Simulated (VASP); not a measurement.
# KI: what moves the LDA gap besides the functional

Aim: test what besides the functional moves the gap of KI. The starting structure is a measured crystal structure from the Crystallography Open Database. Cell and atoms stay as given unless a step says otherwise.

Calculated with VASP 6.6.1; Kohn-Sham DFT with plane waves and PAW; LDA.

### Step 1. Starting point

Symmetry: Fm-3m, No. 225, cubic system. Conventional cell: a = 7.049 Å, b = 7.049 Å, c = 7.049 Å, α = 90.00°, β = 90.00°, γ = 90.00°. Nearest to I lie 6 K at 3.52 Å. Nearest to K lie 6 I at 3.52 Å. Farther neighbours and most contacts between anions are not listed.

### Step 2. Reference bands

INCAR reads:

```
SYSTEM = KI
PREC = Accurate
ENCUT = 350
EDIFF = 1E-06
NELM = 100
ISMEAR = 0
SIGMA = 0.03
LREAL = .FALSE.
ALGO = Normal
GGA = CA
NBANDS = 20
LORBIT = 11
LWAVE = .FALSE.
LCHARG = .FALSE.
KPAR = 4
LASPH = .TRUE.
```

POSCAR reads:

```
KI
1.0
    0.0000000000      3.5245500000      3.5245500000
    3.5245500000      0.0000000000      3.5245500000
    3.5245500000      3.5245500000      0.0000000000
I K
1 1
Direct
    0.5000000000      0.5000000000      0.5000000000
    0.0000000000      0.0000000000      0.0000000000
```

KPOINTS reads:

```
Automatic mesh
0
Gamma
6 6 6
0 0 0
```

KPOINTS_OPT reads:

```
Line mode
10
Line-mode
Reciprocal
  0.00000000   0.00000000   0.00000000 GAMMA
  0.50000000   0.00000000   0.50000000 X

  0.50000000   0.00000000   0.50000000 X
  0.50000000   0.25000000   0.75000000 W

  0.50000000   0.25000000   0.75000000 W
  0.37500000   0.37500000   0.75000000 K

  0.37500000   0.37500000   0.75000000 K
  0.00000000   0.00000000   0.00000000 GAMMA

  0.00000000   0.00000000   0.00000000 GAMMA
  0.50000000   0.50000000   0.50000000 L

  0.50000000   0.50000000   0.50000000 L
  0.62500000   0.25000000   0.62500000 U

  0.62500000   0.25000000   0.62500000 U
  0.50000000   0.25000000   0.75000000 W

  0.50000000   0.25000000   0.75000000 W
  0.50000000   0.50000000   0.50000000 L

  0.50000000   0.50000000   0.50000000 L
  0.37500000   0.37500000   0.75000000 K

  0.62500000   0.25000000   0.62500000 U
  0.50000000   0.00000000   0.50000000 X
```

The projector-augmented-wave data sets are I and K_sv (LDA family, release 64).

Command:

```bash
> mpirun -np 4 vasp_std
```

The log of the run:

```text
[banner, memory and clock lines left out]
running    4 mpi-ranks, on    1 nodes
 distrk:  each k-point on    1 cores,    4 groups
 distr:  one band on    1 cores,    1 groups

 POSCAR found type information on POSCAR I K
 POSCAR found :  2 types and       2 ions
 LDA part: xc-table for (Slater(with rela. corr.)+CA(PZ))
 , standard interpolation
 POSCAR, INCAR and KPOINTS ok, starting setup
 FFT: planning ... GRIDC
 FFT: planning ... GRID_SOFT
 FFT: planning ... GRID
 WAVECAR not read
 entering main loop
       N       E                     dE             d eps       ncg     rms          rms(c)
DAV:   1     0.710433030861E+02    0.71043E+02   -0.49521E+03   640   0.503E+02
DAV:   2    -0.223802702740E+01   -0.73281E+02   -0.69485E+02   816   0.158E+02
DAV:   3    -0.605393006374E+01   -0.38159E+01   -0.37967E+01   908   0.292E+01
DAV:   4    -0.623262834145E+01   -0.17870E+00   -0.17859E+00   964   0.592E+00
DAV:   5    -0.623414272425E+01   -0.15144E-02   -0.15143E-02   880   0.567E-01    0.332E+00
DAV:   6    -0.614861088127E+01    0.85532E-01   -0.43036E-02   712   0.137E+00    0.235E+00
DAV:   7    -0.613313406522E+01    0.15477E-01   -0.51255E-02   780   0.114E+00    0.774E-01
DAV:   8    -0.613333586930E+01   -0.20180E-03   -0.88083E-03   736   0.558E-01    0.194E-01
DAV:   9    -0.613336804047E+01   -0.32171E-04   -0.38266E-04   908   0.118E-01    0.668E-02
DAV:  10    -0.613334934354E+01    0.18697E-04   -0.65808E-05   768   0.474E-02    0.224E-02
DAV:  11    -0.613334956533E+01   -0.22179E-06   -0.13479E-05   756   0.168E-02    0.141E-02
DAV:  12    -0.613335163978E+01   -0.20744E-05   -0.61159E-06   712   0.865E-03    0.248E-02
DAV:  13    -0.613335016886E+01    0.14709E-05   -0.29621E-06   696   0.628E-03    0.431E-03
DAV:  14    -0.613335018104E+01   -0.12186E-07   -0.18944E-07   380   0.204E-03
   1 F= -.61333502E+01 E0= -.61333502E+01  d E =-.108559E-10
 Start KPOINTS_OPT (optional k-point list driver)
k-point batch [1-16\100]
       N       E                     dE             ncg
DAV:   1    -0.132607117671E+04   -0.54609E+04      640
DAV:   2    -0.250517049567E+04   -0.11791E+04      820
DAV:   3    -0.256704585814E+04   -0.61875E+02      888
DAV:   4    -0.256960339653E+04   -0.25575E+01      940
DAV:   5    -0.256963586357E+04   -0.32467E-01      892
DAV:   6    -0.256963671163E+04   -0.84806E-03      904
DAV:   7    -0.256963672081E+04   -0.91849E-05      908
DAV:   8    -0.256963672099E+04   -0.17437E-06      632
[...]
k-point batch [97-100\100]
       N       E                     dE             ncg
DAV:   1     0.421753345516E+04   -0.17720E+04      160
DAV:   2     0.393258157706E+04   -0.28495E+03      216
DAV:   3     0.391736711785E+04   -0.15214E+02      224
DAV:   4     0.391670505817E+04   -0.66206E+00      244
DAV:   5     0.391669779311E+04   -0.72651E-02      208
DAV:   6     0.391669746692E+04   -0.32619E-03      240
DAV:   7     0.391669746468E+04   -0.22458E-05      208
DAV:   8     0.391669746463E+04   -0.43628E-07      152
```

Elapsed: 10 s, on 4 MPI ranks of Intel Xeon 6975P-C (Granite Rapids), shared host; peak memory 0.6 GiB.

The logs omit lines about the potential files and the build; timing stands in the text.

Parts of OUTCAR (step 2):

```text
ion  position               nearest neighbor table
   1  0.500  0.500  0.500-   2 3.52   2 3.52   2 3.52   2 3.52   2 3.52   2 3.52
   2  0.000  0.000  0.000-   1 3.52   1 3.52   1 3.52   1 3.52   1 3.52   1 3.52

  LATTYP: Found a face centered cubic cell.
 ALAT       =     7.0491000000

 Subroutine GETGRP returns: Found 48 space group operations
 (whereof 48 operations were pure point group operations)

The static configuration has the point symmetry O_h .

 Found     16 irreducible k-points:

   k-points           NKPTS =     16   k-points in BZ     NKDIM =     16   number of bands    NBANDS=     20

   dimension x,y,z NGX =    30 NGY =   30 NGZ =   30
   dimension x,y,z NGXF=    60 NGYF=   60 NGZF=   60

   ENCUT  =  350.0 eV  25.72 Ry    5.07 a.u.   7.60  7.60  7.60*2*pi/ulx,y,z

   NELECT =      16.0000    total number of electrons

 k-points in reciprocal lattice and weights: Automatic mesh
   0.00000000  0.00000000  0.00000000       0.005
   0.16666667  0.00000000  0.00000000       0.037
   0.33333333  0.00000000  0.00000000       0.037
   0.50000000  0.00000000  0.00000000       0.019
   0.16666667  0.16666667  0.00000000       0.028
   0.33333333  0.16666667  0.00000000       0.111
   0.50000000  0.16666667  0.00000000       0.111
  -0.33333333  0.16666667  0.00000000       0.111
  -0.16666667  0.16666667  0.00000000       0.056
[...]
-0.33333333  0.33333333  0.16666667       0.111
  -0.33333333  0.50000000  0.16666667       0.056

 average (electrostatic) potential at core
       1 -94.9292       2 -35.6938

 E-fermi :  -0.4643

 k-point     1 :       0.0000    0.0000    0.0000
  band No.  band energies     occupation
    ...
      4     -12.4395      2.00000
      5     -11.1689      2.00000
      6      -0.5876      2.00000
      7      -0.5876      2.00000
      8      -0.5876      2.00000
      9       3.0442      0.00000
     10       5.6924      0.00000
     11       5.6924      0.00000
     12       5.6924      0.00000
     13       6.4560      0.00000
    ...

 k-point     2 :       0.1667    0.0000    0.0000
  band No.  band energies     occupation
    ...
      4     -12.4403      2.00000
      5     -11.0853      2.00000
      6      -1.0425      2.00000
      7      -0.6846      2.00000
      8      -0.6846      2.00000
      9       3.6965      0.00000
     10       5.6021      0.00000
     11       5.9876      0.00000
     12       5.9876      0.00000
     13       6.7780      0.00000
    ...

 k-point     3 :       0.3333    0.0000    0.0000
  band No.  band energies     occupation
    ...
      4     -12.4416      2.00000
      5     -10.9299      2.00000
      6      -1.7157      2.00000
      7      -0.8632      2.00000
      8      -0.8632      2.00000
      9       4.4848      0.00000
     10       6.1947      0.00000
     11       6.7074      0.00000
     12       6.7074      0.00000
     13       7.6084      0.00000
    ...

  Total       -0.6862140     -0.6862140     -0.6862140      0.0000000      0.0000000      0.0000000
  in kB      -12.5553597    -12.5553597    -12.5553597      0.0000000      0.0000000      0.0000000
  external PRESSURE =     -12.5553597 kB  Pullay stress =       0.0000000 kB

  energy-cutoff  :      350.00
  volume of cell :       87.57
      direct lattice vectors                 reciprocal lattice vectors
     0.000000000  3.524550000  3.524550000    -0.141862082  0.141862082  0.141862082
     3.524550000  0.000000000  3.524550000     0.141862082 -0.141862082  0.141862082
     3.524550000  3.524550000  0.000000000     0.141862082  0.141862082 -0.141862082

 POSITION                                       TOTAL-FORCE (eV/Angst)
 -----------------------------------------------------------------------------------
      3.52455      3.52455      3.52455        -0.000000      0.000000      0.000000
      0.00000      0.00000      0.00000         0.000000     -0.000000     -0.000000
 -----------------------------------------------------------------------------------
    total drift:                               -0.000000      0.000000      0.000000

  FREE ENERGIE OF THE ION-ELECTRON SYSTEM (eV)
  ---------------------------------------------------
  free  energy   TOTEN  =        -6.1333501810 eV

  energy  without entropy=       -6.1333501810  energy(sigma->0) =       -6.13335018

 total charge
# of ion       s       p       d       tot
------------------------------------------
    1        1.498   2.839   0.001   4.339
    2        1.956   5.555   0.025   7.535
--------------------------------------------------
tot          3.454   8.394   0.026  11.874

[... 3 further parts left out ...]
```

Spin-orbit coupling is off here; with elements this heavy it can split and shift levels by tenths of an eV.

The reference gap is 3.632 eV.

### Step 3. Bands with cell and atoms relaxed by LDA

Against step 2 the input has another starting structure. The cell comes from a relaxation at this level, not shown (79.63 Å³).

INCAR is that of step 2.

POSCAR reads:

```
KI
1.0
    0.0000000000      3.4146498496      3.4146498496
    3.4146498496      0.0000000000      3.4146498496
    3.4146498496      3.4146498496      0.0000000000
I K
1 1
Direct
    0.5000000000      0.5000000000      0.5000000000
    0.0000000000      0.0000000000      0.0000000000
```

KPOINTS is that of step 2.

KPOINTS_OPT is that of step 2.

Command:

```bash
> mpirun -np 4 vasp_std
```

The log of the run:

```text
[... set-up lines as in an earlier step ...]
 entering main loop
       N       E                     dE             d eps       ncg     rms          rms(c)
DAV:   1     0.718843145621E+02    0.71884E+02   -0.50905E+03   640   0.509E+02
DAV:   2    -0.213744031008E+01   -0.74022E+02   -0.70281E+02   828   0.160E+02
DAV:   3    -0.612190123569E+01   -0.39845E+01   -0.39647E+01   888   0.295E+01
DAV:   4    -0.625191144920E+01   -0.13001E+00   -0.12992E+00   920   0.520E+00
[...]
DAV:  10    -0.616614655990E+01   -0.19917E-04   -0.35416E-05   836   0.293E-02    0.272E-02
DAV:  11    -0.616614497168E+01    0.15882E-05   -0.70346E-06   772   0.165E-02    0.145E-02
DAV:  12    -0.616614567731E+01   -0.70562E-06   -0.20288E-06   704   0.602E-03
   1 F= -.61661457E+01 E0= -.61661457E+01  d E =-.175768E-17
 Start KPOINTS_OPT (optional k-point list driver)
k-point batch [1-16\100]
       N       E                     dE             ncg
DAV:   1    -0.113082174278E+04   -0.56040E+04      640
DAV:   2    -0.236337386030E+04   -0.12326E+04      832
DAV:   3    -0.242431133973E+04   -0.60937E+02      860
DAV:   4    -0.242720345274E+04   -0.28921E+01      980
DAV:   5    -0.242722733176E+04   -0.23879E-01      860
DAV:   6    -0.242722817431E+04   -0.84255E-03      940
DAV:   7    -0.242722818094E+04   -0.66233E-05      868
DAV:   8    -0.242722818107E+04   -0.13504E-06      624
[...]
k-point batch [97-100\100]
       N       E                     dE             ncg
DAV:   1     0.433674835079E+04   -0.18289E+04      160
DAV:   2     0.405456159060E+04   -0.28219E+03      196
DAV:   3     0.404158549435E+04   -0.12976E+02      216
DAV:   4     0.404078117337E+04   -0.80432E+00      220
DAV:   5     0.404077533937E+04   -0.58340E-02      220
DAV:   6     0.404077518953E+04   -0.14984E-03      236
DAV:   7     0.404077518836E+04   -0.11680E-05      224
DAV:   8     0.404077518834E+04   -0.22638E-07      140
```

Run time: 8.2 s. Hardware: 4 MPI ranks; peak memory 0.64 GiB; 30 s of CPU time.

Parts of OUTCAR (step 3):

```text
  Total       -0.0402724     -0.0402724     -0.0402724      0.0000000      0.0000000      0.0000000
  in kB       -0.8103071     -0.8103071     -0.8103071      0.0000000      0.0000000      0.0000000
  external PRESSURE =      -0.8103071 kB  Pullay stress =       0.0000000 kB

 POSITION                                       TOTAL-FORCE (eV/Angst)
 -----------------------------------------------------------------------------------
      3.41465      3.41465      3.41465        -0.000000      0.000000      0.000000
      0.00000      0.00000      0.00000         0.000000     -0.000000     -0.000000
 -----------------------------------------------------------------------------------
    total drift:                               -0.000000      0.000000      0.000000

  FREE ENERGIE OF THE ION-ELECTRON SYSTEM (eV)
  ---------------------------------------------------
  free  energy   TOTEN  =        -6.1661456773 eV

  energy  without entropy=       -6.1661456773  energy(sigma->0) =       -6.16614568

[... 1 part as in an earlier step ...]

[... 2 further parts left out ...]
[key lines of the parts left out:]
E-fermi :   0.1229
```

With cell and atoms relaxed by LDA the gap is 3.865 eV, +0.233 eV from the reference.

### Step 4. Bands with an 8×8×8 mesh

Against step 2 the input has an 8×8×8 mesh.

INCAR is that of step 3.

POSCAR reads:

```
KI
1.0
    0.0000000000      3.5245500000      3.5245500000
    3.5245500000      0.0000000000      3.5245500000
    3.5245500000      3.5245500000      0.0000000000
I K
1 1
Direct
    0.5000000000      0.5000000000      0.5000000000
    0.0000000000      0.0000000000      0.0000000000
```

KPOINTS reads:

```
Automatic mesh
0
Gamma
8 8 8
0 0 0
```

KPOINTS_OPT is that of step 3.

Command:

```bash
> mpirun -np 4 vasp_std
```

The log of the run:

```text
[... set-up lines as in an earlier step ...]
 entering main loop
       N       E                     dE             d eps       ncg     rms          rms(c)
DAV:   1     0.710432302739E+02    0.71043E+02   -0.49636E+03  1168   0.504E+02
DAV:   2    -0.226922509462E+01   -0.73312E+02   -0.69663E+02  1460   0.157E+02
DAV:   3    -0.606456935093E+01   -0.37953E+01   -0.37766E+01  1580   0.294E+01
DAV:   4    -0.623271548861E+01   -0.16815E+00   -0.16803E+00  1764   0.560E+00
[...]
DAV:  12    -0.613338444076E+01   -0.16119E-05   -0.52137E-06  1280   0.841E-03    0.193E-02
DAV:  13    -0.613338343213E+01    0.10086E-05   -0.21363E-06  1268   0.554E-03    0.477E-03
DAV:  14    -0.613338343382E+01   -0.16930E-08   -0.14103E-07   676   0.191E-03
   1 F= -.61333834E+01 E0= -.61333834E+01  d E =-.866562E-31
 Start KPOINTS_OPT (optional k-point list driver)
k-point batch [1-29\100]
       N       E                     dE             ncg
DAV:   1    -0.242675234656E+04   -0.11427E+05     1160
DAV:   2    -0.455794013250E+04   -0.21312E+04     1532
DAV:   3    -0.467049015870E+04   -0.11255E+03     1544
DAV:   4    -0.467615229857E+04   -0.56621E+01     1772
DAV:   5    -0.467619969165E+04   -0.47393E-01     1496
DAV:   6    -0.467620120029E+04   -0.15086E-02     1652
DAV:   7    -0.467620121433E+04   -0.14047E-04     1548
DAV:   8    -0.467620121461E+04   -0.28009E-06     1124
[...]
k-point batch [88-100\100]
       N       E                     dE             ncg
DAV:   1     0.451017517913E+04   -0.61319E+04      520
DAV:   2     0.357960606333E+04   -0.93057E+03      652
DAV:   3     0.353132158857E+04   -0.48284E+02      720
DAV:   4     0.352907517714E+04   -0.22464E+01      756
DAV:   5     0.352905044585E+04   -0.24731E-01      696
DAV:   6     0.352904978576E+04   -0.66009E-03      700
DAV:   7     0.352904977895E+04   -0.68171E-05      708
DAV:   8     0.352904977882E+04   -0.12559E-06      472
```

The job ended after 10 s (4 MPI ranks; peak memory 0.66 GiB; 39 s of CPU time).

From OUTCAR (step 4):

```text
  Total       -0.6860070     -0.6860070     -0.6860070     -0.0000000     -0.0000000      0.0000000
  in kB      -12.5515716    -12.5515716    -12.5515716     -0.0000000     -0.0000000      0.0000000
  external PRESSURE =     -12.5515716 kB  Pullay stress =       0.0000000 kB

 POSITION                                       TOTAL-FORCE (eV/Angst)
 -----------------------------------------------------------------------------------
      3.52455      3.52455      3.52455         0.000000      0.000000      0.000000
      0.00000      0.00000      0.00000         0.000000     -0.000000     -0.000000
 -----------------------------------------------------------------------------------
    total drift:                               -0.000000      0.000000      0.000000

  FREE ENERGIE OF THE ION-ELECTRON SYSTEM (eV)
  ---------------------------------------------------
  free  energy   TOTEN  =        -6.1333834338 eV

  energy  without entropy=       -6.1333834338  energy(sigma->0) =       -6.13338343

[... 1 part as in an earlier step ...]

[... 2 further parts left out ...]
[key lines of the parts left out:]
E-fermi :  -0.3508
```

With an 8×8×8 mesh the gap is 3.632 eV, +0.000 eV from the reference.

### Step 5. Comparison

```tsv
run	gap (eV)	change (eV)	core minutes
reference	3.632	-	0.667
cell and atoms relaxed by LDA	3.865	0.233	0.547
an 8×8×8 mesh	3.632	0.0	0.68
```

Core minutes are wall time times ranks of the run shown, on a shared host.

### Step 6. What came out

```json
{"reference gap": "3.632 eV", "gap with cell and atoms relaxed by LDA": "3.865 eV", "gap with an 8×8×8 mesh": "3.632 eV"}
```

What this shows: Among the runs that read a gap along the path, the one with cell and atoms relaxed by LDA moves it most, by +0.233 eV. On finer settings it changes by +0.000 eV with an 8×8×8 mesh. The functional's own error isn't tested here. Further runs on this material are not shown.

[Lines on the potential files, build, host, timing and source positions are cut from VASP's logs without a mark.]

[Logs are printed without paths, hosts, clocks, repeated set-up lines and the standing remarks that a program may print on its own settings, such as how far it seeks lower states.]

[Hosts, paths, dates, database ids (printed as entryN), source tags and the programs' standing remarks are cut or masked in the printed files.]
